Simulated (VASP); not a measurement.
# ZnSe (Stilleite): what moves the LDA gap besides the functional

How far does the LDA gap of ZnSe (Stilleite) depend on cutoff, mesh and cell? The starting structure is a measured crystal structure from the Crystallography Open Database. Cell and atoms stay as given unless a step says otherwise.

Calculated with VASP 6.6.1; Kohn-Sham DFT with plane waves and PAW; LDA.

**1. Starting point**

Symmetry: F-43m, No. 216, cubic system. Conventional cell: a = 5.668 Å, b = 5.668 Å, c = 5.668 Å, α = 90.00°, β = 90.00°, γ = 90.00°. Nearest to Se lie 4 Zn at 2.45 Å. Nearest to Zn lie 4 Se at 2.45 Å. Farther neighbours and most contacts between anions are not listed.

**2. Reference bands**

Input file INCAR:

```
SYSTEM = ZnSe
PREC = Accurate
ENCUT = 350
EDIFF = 1E-06
NELM = 100
ISMEAR = 0
SIGMA = 0.03
LREAL = .FALSE.
ALGO = Normal
GGA = CA
NBANDS = 21
LORBIT = 11
LWAVE = .FALSE.
LCHARG = .FALSE.
KPAR = 4
LASPH = .TRUE.
```

Input file POSCAR:

```
ZnSe
1.0
    0.0000000000      2.8338000000      2.8338000000
    2.8338000000      0.0000000000      2.8338000000
    2.8338000000      2.8338000000      0.0000000000
Se Zn
1 1
Direct
    0.7500000000      0.7500000000      0.7500000000
    0.0000000000      0.0000000000      0.0000000000
```

Input file KPOINTS:

```
Automatic mesh
0
Gamma
6 6 6
0 0 0
```

Input file KPOINTS_OPT:

```
Line mode
10
Line-mode
Reciprocal
  0.00000000   0.00000000   0.00000000 GAMMA
  0.50000000   0.00000000   0.50000000 X

  0.50000000   0.00000000   0.50000000 X
  0.50000000   0.25000000   0.75000000 W

  0.50000000   0.25000000   0.75000000 W
  0.37500000   0.37500000   0.75000000 K

  0.37500000   0.37500000   0.75000000 K
  0.00000000   0.00000000   0.00000000 GAMMA

  0.00000000   0.00000000   0.00000000 GAMMA
  0.50000000   0.50000000   0.50000000 L

  0.50000000   0.50000000   0.50000000 L
  0.62500000   0.25000000   0.62500000 U

  0.62500000   0.25000000   0.62500000 U
  0.50000000   0.25000000   0.75000000 W

  0.50000000   0.25000000   0.75000000 W
  0.50000000   0.50000000   0.50000000 L

  0.50000000   0.50000000   0.50000000 L
  0.37500000   0.37500000   0.75000000 K

  0.62500000   0.25000000   0.62500000 U
  0.50000000   0.00000000   0.50000000 X
```

The projector-augmented-wave data sets are Se and Zn (LDA family, release 64).

On the command line:

```bash
$ mpirun -np 4 vasp_std
```

The log of the run:

```text
[banner, memory and clock lines left out]
running    4 mpi-ranks, on    1 nodes
 distrk:  each k-point on    1 cores,    4 groups
 distr:  one band on    1 cores,    1 groups

 POSCAR found type information on POSCAR SeZn
 POSCAR found :  2 types and       2 ions
 LDA part: xc-table for (Slater(with rela. corr.)+CA(PZ))
 , standard interpolation
 POSCAR, INCAR and KPOINTS ok, starting setup
 FFT: planning ... GRIDC
 FFT: planning ... GRID_SOFT
 FFT: planning ... GRID
 WAVECAR not read
 entering main loop
       N       E                     dE             d eps       ncg     rms          rms(c)
DAV:   1     0.869128996731E+02    0.86913E+02   -0.65398E+03   672   0.756E+02
DAV:   2    -0.116775523626E+01   -0.88081E+02   -0.81211E+02   720   0.189E+02
DAV:   3    -0.759141396566E+01   -0.64237E+01   -0.63647E+01   765   0.517E+01
DAV:   4    -0.765083141961E+01   -0.59417E-01   -0.59394E-01   782   0.516E+00
DAV:   5    -0.765104736955E+01   -0.21595E-03   -0.21595E-03   757   0.306E-01    0.481E+00
DAV:   6    -0.737604005156E+01    0.27501E+00   -0.36304E-01   887   0.181E+01    0.365E+00
DAV:   7    -0.734835572649E+01    0.27684E-01   -0.99758E-02   762   0.255E+00    0.153E+00
DAV:   8    -0.734360283062E+01    0.47529E-02   -0.29033E-03   929   0.685E-01    0.381E-01
DAV:   9    -0.734308018253E+01    0.52265E-03   -0.91551E-04   742   0.176E-01    0.566E-02
DAV:  10    -0.734309844601E+01   -0.18263E-04   -0.10085E-04   825   0.841E-02    0.161E-02
DAV:  11    -0.734309142332E+01    0.70227E-05   -0.11024E-05   967   0.471E-02    0.628E-03
DAV:  12    -0.734309145073E+01   -0.27410E-07   -0.19233E-06   741   0.711E-03
   1 F= -.73430915E+01 E0= -.73430915E+01  d E =-.394725E-15
 Start KPOINTS_OPT (optional k-point list driver)
k-point batch [1-16\100]
       N       E                     dE             ncg
DAV:   1     0.316049562976E+03   -0.59144E+04      680
DAV:   2    -0.110380092089E+04   -0.14199E+04      705
DAV:   3    -0.120916253207E+04   -0.10536E+03      798
DAV:   4    -0.121014063159E+04   -0.97810E+00      826
DAV:   5    -0.121014374710E+04   -0.31155E-02      780
DAV:   6    -0.121014376455E+04   -0.17448E-04      817
DAV:   7    -0.121014376466E+04   -0.11379E-06      623
[...]
k-point batch [97-100\100]
       N       E                     dE             ncg
DAV:   1     0.651802774829E+04   -0.20708E+04      168
DAV:   2     0.616507242445E+04   -0.35296E+03      181
DAV:   3     0.613849513582E+04   -0.26577E+02      203
DAV:   4     0.613823892867E+04   -0.25621E+00      183
DAV:   5     0.613823814423E+04   -0.78444E-03      203
DAV:   6     0.613823813949E+04   -0.47468E-05      188
DAV:   7     0.613823813945E+04   -0.34857E-07      171
```

It took 3.2 s on 4 MPI ranks of Intel Xeon 6975P-C (Granite Rapids), shared host; peak memory 0.49 GiB; 10 s of CPU time.

Lines that name or quote the potential files are left out of all logs, and their timing lines are given in words.

Parts of OUTCAR (step 2):

```text
ion  position               nearest neighbor table
   1  0.750  0.750  0.750-   2 2.45   2 2.45   2 2.45   2 2.45
   2  0.000  0.000  0.000-   1 2.45   1 2.45   1 2.45   1 2.45

  LATTYP: Found a face centered cubic cell.
 ALAT       =     5.6676000000

 Subroutine GETGRP returns: Found 24 space group operations
 (whereof 24 operations were pure point group operations)

The static configuration has the point symmetry T_d .

 Found     16 irreducible k-points:

   k-points           NKPTS =     16   k-points in BZ     NKDIM =     16   number of bands    NBANDS=     21

   dimension x,y,z NGX =    24 NGY =   24 NGZ =   24
   dimension x,y,z NGXF=    48 NGYF=   48 NGZF=   48

   ENCUT  =  350.0 eV  25.72 Ry    5.07 a.u.   6.11  6.11  6.11*2*pi/ulx,y,z

   NELECT =      18.0000    total number of electrons

 k-points in reciprocal lattice and weights: Automatic mesh
   0.00000000  0.00000000  0.00000000       0.005
   0.16666667  0.00000000  0.00000000       0.037
   0.33333333  0.00000000  0.00000000       0.037
   0.50000000  0.00000000  0.00000000       0.019
   0.16666667  0.16666667  0.00000000       0.028
   0.33333333  0.16666667  0.00000000       0.111
   0.50000000  0.16666667  0.00000000       0.111
  -0.33333333  0.16666667  0.00000000       0.111
  -0.16666667  0.16666667  0.00000000       0.056
[...]
-0.33333333  0.33333333  0.16666667       0.111
  -0.33333333  0.50000000  0.16666667       0.056

 average (electrostatic) potential at core
       1 -62.1745       2 -38.1857

 E-fermi :   1.6698

 k-point     1 :       0.0000    0.0000    0.0000
  band No.  band energies     occupation
    ...
      5      -4.7928      2.00000
      6      -4.7928      2.00000
      7       1.5135      2.00000
      8       1.5135      2.00000
      9       1.5135      2.00000
     10       2.5762      0.00000
     11       7.2087      0.00000
     12       7.2087      0.00000
     13       7.2087      0.00000
     14      11.1506      0.00000
    ...

 k-point     2 :       0.1667    0.0000    0.0000
  band No.  band energies     occupation
    ...
      5      -4.7946      2.00000
      6      -4.7946      2.00000
      7      -0.4584      2.00000
      8       1.2574      2.00000
      9       1.2574      2.00000
     10       3.8923      0.00000
     11       7.2453      0.00000
     12       7.6128      0.00000
     13       7.6128      0.00000
     14      11.9191      0.00000
    ...

 k-point     3 :       0.3333    0.0000    0.0000
  band No.  band energies     occupation
    ...
      5      -4.7865      2.00000
      6      -4.7865      2.00000
      7      -2.6181      2.00000
      8       0.8262      2.00000
      9       0.8262      2.00000
     10       4.0169      0.00000
     11       7.8864      0.00000
     12       7.8864      0.00000
     13       8.9021      0.00000
     14      11.6860      0.00000
    ...

  Total       -0.9413747     -0.9413747     -0.9413747      0.0000000      0.0000000     -0.0000000
  in kB      -33.1387050    -33.1387050    -33.1387050      0.0000000      0.0000000     -0.0000000
  external PRESSURE =     -33.1387050 kB  Pullay stress =       0.0000000 kB

  energy-cutoff  :      350.00
  volume of cell :       45.51
      direct lattice vectors                 reciprocal lattice vectors
     0.000000000  2.833800000  2.833800000    -0.176441527  0.176441527  0.176441527
     2.833800000  0.000000000  2.833800000     0.176441527 -0.176441527  0.176441527
     2.833800000  2.833800000  0.000000000     0.176441527  0.176441527 -0.176441527

 POSITION                                       TOTAL-FORCE (eV/Angst)
 -----------------------------------------------------------------------------------
      4.25070      4.25070      4.25070        -0.000000      0.000000     -0.000000
      0.00000      0.00000      0.00000         0.000000     -0.000000      0.000000
 -----------------------------------------------------------------------------------
    total drift:                                0.000003      0.000003      0.000001

  FREE ENERGIE OF THE ION-ELECTRON SYSTEM (eV)
  ---------------------------------------------------
  free  energy   TOTEN  =        -7.3430914507 eV

  energy  without entropy=       -7.3430914507  energy(sigma->0) =       -7.34309145

 total charge
# of ion       s       p       d       tot
------------------------------------------
    1        1.441   2.411   0.030   3.883
    2        0.545   0.454   9.779  10.779
--------------------------------------------------
tot          1.987   2.866   9.809  14.662

[... 3 further parts left out ...]
```

Spin-orbit coupling is off here; it would split degenerate levels. At this level the cell is under a tension of 3.3 GPa, so at these settings it is away from equilibrium.

The reference gap is 1.063 eV.

**3. Bands with cell and atoms relaxed by LDA**

Against step 2 the input has another starting structure. The cell comes from a relaxation at this level, not shown (43.36 Å³).

INCAR is that of step 2.

Input file POSCAR:

```
ZnSe
1.0
    0.0000000000      2.7883224593      2.7883224593
    2.7883224593      0.0000000000      2.7883224593
    2.7883224593      2.7883224593      0.0000000000
Se Zn
1 1
Direct
    0.7500000000      0.7500000000      0.7500000000
    0.0000000000      0.0000000000      0.0000000000
```

KPOINTS is that of step 2.

KPOINTS_OPT is that of step 2.

On the command line:

```bash
$ mpirun -np 4 vasp_std
```

The log of the run:

```text
[... set-up lines as in an earlier step ...]
 entering main loop
       N       E                     dE             d eps       ncg     rms          rms(c)
DAV:   1     0.887628997641E+02    0.88763E+02   -0.63985E+03   677   0.751E+02
DAV:   2    -0.736574885307E+00   -0.89499E+02   -0.81331E+02   705   0.197E+02
DAV:   3    -0.760805562768E+01   -0.68715E+01   -0.67977E+01   780   0.539E+01
DAV:   4    -0.767713563269E+01   -0.69080E-01   -0.69050E-01   777   0.555E+00
[...]
DAV:  10    -0.736500922101E+01   -0.14346E-04   -0.10677E-04   840   0.892E-02    0.223E-02
DAV:  11    -0.736500504086E+01    0.41802E-05   -0.86664E-06   906   0.428E-02    0.963E-03
DAV:  12    -0.736500486571E+01    0.17515E-06   -0.16027E-06   692   0.698E-03
   1 F= -.73650049E+01 E0= -.73650049E+01  d E =-.688407E-28
 Start KPOINTS_OPT (optional k-point list driver)
k-point batch [1-16\100]
       N       E                     dE             ncg
DAV:   1     0.351753232811E+03   -0.57823E+04      688
DAV:   2    -0.102661008981E+04   -0.13784E+04      720
DAV:   3    -0.112992314768E+04   -0.10331E+03      796
DAV:   4    -0.113082240516E+04   -0.89926E+00      831
DAV:   5    -0.113082509959E+04   -0.26944E-02      792
DAV:   6    -0.113082511402E+04   -0.14429E-04      785
DAV:   7    -0.113082511411E+04   -0.88951E-07      664
[...]
k-point batch [97-100\100]
       N       E                     dE             ncg
DAV:   1     0.639065296435E+04   -0.21370E+04      168
DAV:   2     0.603205980052E+04   -0.35859E+03      173
DAV:   3     0.600461214636E+04   -0.27448E+02      201
DAV:   4     0.600434557526E+04   -0.26657E+00      203
DAV:   5     0.600434471861E+04   -0.85665E-03      198
DAV:   6     0.600434471381E+04   -0.47941E-05      198
DAV:   7     0.600434471378E+04   -0.32440E-07      166
```

Wall time 3.2 s (4 MPI ranks); peak memory 0.5 GiB.

Parts of OUTCAR (step 3):

```text
  Total       -0.0566740     -0.0566740     -0.0566740      0.0000000      0.0000000      0.0000000
  in kB       -2.0942826     -2.0942826     -2.0942826      0.0000000      0.0000000      0.0000000
  external PRESSURE =      -2.0942826 kB  Pullay stress =       0.0000000 kB

 POSITION                                       TOTAL-FORCE (eV/Angst)
 -----------------------------------------------------------------------------------
      4.18248      4.18248      4.18248         0.000000      0.000000      0.000000
      0.00000      0.00000      0.00000        -0.000000     -0.000000     -0.000000
 -----------------------------------------------------------------------------------
    total drift:                                0.000003      0.000003      0.000004

  FREE ENERGIE OF THE ION-ELECTRON SYSTEM (eV)
  ---------------------------------------------------
  free  energy   TOTEN  =        -7.3650048657 eV

  energy  without entropy=       -7.3650048657  energy(sigma->0) =       -7.36500487

[... 1 part as in an earlier step ...]

[... 2 further parts left out ...]
[key lines of the parts left out:]
E-fermi :   2.1778
```

With cell and atoms relaxed by LDA the gap is 1.263 eV, +0.201 eV from the reference.

**4. Bands with no band path**

Against step 2 the input has no band path (also changed: NBANDS).

INCAR, as its differences from that of step 3:

```diff
@@ -10,3 +10,3 @@
 GGA = CA
-NBANDS = 21
+NBANDS = 15
 LORBIT = 11
```

Input file POSCAR:

```
ZnSe
1.0
    0.0000000000      2.8338000000      2.8338000000
    2.8338000000      0.0000000000      2.8338000000
    2.8338000000      2.8338000000      0.0000000000
Se Zn
1 1
Direct
    0.7500000000      0.7500000000      0.7500000000
    0.0000000000      0.0000000000      0.0000000000
```

KPOINTS is that of step 3.

On the command line:

```bash
$ mpirun -np 4 vasp_std
```

The log of the run:

```text
[... set-up lines as in an earlier step ...]
 entering main loop
       N       E                     dE             d eps       ncg     rms          rms(c)
DAV:   1     0.720921463981E+02    0.72092E+02   -0.68481E+03   480   0.101E+03
DAV:   2    -0.357648082163E+01   -0.75669E+02   -0.72315E+02   557   0.218E+02
DAV:   3    -0.762094277879E+01   -0.40445E+01   -0.40329E+01   543   0.526E+01
DAV:   4    -0.765088962585E+01   -0.29947E-01   -0.29944E-01   627   0.514E+00
[...]
DAV:  10    -0.734309416012E+01   -0.15039E-04   -0.82980E-05   592   0.862E-02    0.151E-02
DAV:  11    -0.734309137155E+01    0.27886E-05   -0.84633E-06   712   0.501E-02    0.379E-03
DAV:  12    -0.734309146544E+01   -0.93885E-07   -0.15124E-06   434   0.885E-03
   1 F= -.73430915E+01 E0= -.73430915E+01  d E =-.119296E-15
```

The job ended after 1.4 s (4 MPI ranks; peak memory 0.45 GiB).

From OUTCAR (step 4):

```text
  Total       -0.9416625     -0.9416625     -0.9416625      0.0000000      0.0000000     -0.0000000
  in kB      -33.1488367    -33.1488367    -33.1488367      0.0000000      0.0000000     -0.0000000
  external PRESSURE =     -33.1488367 kB  Pullay stress =       0.0000000 kB

 POSITION                                       TOTAL-FORCE (eV/Angst)
 -----------------------------------------------------------------------------------
      4.25070      4.25070      4.25070        -0.000000     -0.000000     -0.000000
      0.00000      0.00000      0.00000         0.000000      0.000000      0.000000
 -----------------------------------------------------------------------------------
    total drift:                                0.000003      0.000003      0.000001

  FREE ENERGIE OF THE ION-ELECTRON SYSTEM (eV)
  ---------------------------------------------------
  free  energy   TOTEN  =        -7.3430914654 eV

  energy  without entropy=       -7.3430914654  energy(sigma->0) =       -7.34309147

[... 1 part as in an earlier step ...]

[... 2 further parts left out ...]
[key lines of the parts left out:]
E-fermi :   1.6733
```

With no band path the gap is 1.062 eV, +0.000 eV from the reference, read on the mesh alone.

**5. Bands with a cutoff of 500 eV**

Against step 2 the input has ENCUT = 500.

INCAR, as its differences from that of step 4:

```diff
@@ -2,3 +2,3 @@
 PREC = Accurate
-ENCUT = 350
+ENCUT = 500
 EDIFF = 1E-06
@@ -10,3 +10,3 @@
 GGA = CA
-NBANDS = 15
+NBANDS = 21
 LORBIT = 11
```

POSCAR is that of step 4.

KPOINTS is that of step 4.

KPOINTS_OPT is that of step 3.

On the command line:

```bash
$ mpirun -np 4 vasp_std
```

The log of the run:

```text
[... set-up lines as in an earlier step ...]
 entering main loop
       N       E                     dE             d eps       ncg     rms          rms(c)
DAV:   1     0.105130630206E+03    0.10513E+03   -0.81235E+03   677   0.957E+02
DAV:   2     0.152569654870E+01   -0.10360E+03   -0.93459E+02   701   0.238E+02
DAV:   3    -0.753804705503E+01   -0.90637E+01   -0.89533E+01   793   0.640E+01
DAV:   4    -0.765287767342E+01   -0.11483E+00   -0.11477E+00   775   0.714E+00
[...]
DAV:  10    -0.734431811529E+01   -0.17159E-04   -0.99334E-05   816   0.862E-02    0.173E-02
DAV:  11    -0.734431217635E+01    0.59389E-05   -0.10154E-05   971   0.468E-02    0.692E-03
DAV:  12    -0.734431218818E+01   -0.11836E-07   -0.18220E-06   708   0.699E-03
   1 F= -.73443122E+01 E0= -.73443122E+01  d E =-.158960E-15
 Start KPOINTS_OPT (optional k-point list driver)
k-point batch [1-16\100]
       N       E                     dE             ncg
DAV:   1     0.555624418886E+03   -0.65515E+04      672
DAV:   2    -0.107359501841E+04   -0.16292E+04      707
DAV:   3    -0.121127680572E+04   -0.13768E+03      786
DAV:   4    -0.121288275878E+04   -0.16060E+01      815
DAV:   5    -0.121288774135E+04   -0.49826E-02      755
DAV:   6    -0.121288776899E+04   -0.27642E-04      813
DAV:   7    -0.121288776917E+04   -0.18214E-06      654
[...]
k-point batch [97-100\100]
       N       E                     dE             ncg
DAV:   1     0.769301365022E+04   -0.24090E+04      168
DAV:   2     0.729123449021E+04   -0.40178E+03      176
DAV:   3     0.726027899774E+04   -0.30955E+02      217
DAV:   4     0.725999344079E+04   -0.28556E+00      208
DAV:   5     0.725999247002E+04   -0.97077E-03      203
DAV:   6     0.725999246404E+04   -0.59753E-05      208
DAV:   7     0.725999246400E+04   -0.43518E-07      169
```

Wall time 7.4 s (4 MPI ranks); peak memory 0.59 GiB; 27 s of CPU time.

[end of part 1 of 2]

[Lines on the potential files, build, host, timing and source positions are cut from VASP's logs without a mark.]

[Logs are printed without paths, hosts, clocks, repeated set-up lines and the standing remarks that a program may print on its own settings, such as how far it seeks lower states.]

[Hosts, paths, dates, database ids (printed as entryN), source tags and the programs' standing remarks are cut or masked in the printed files.]
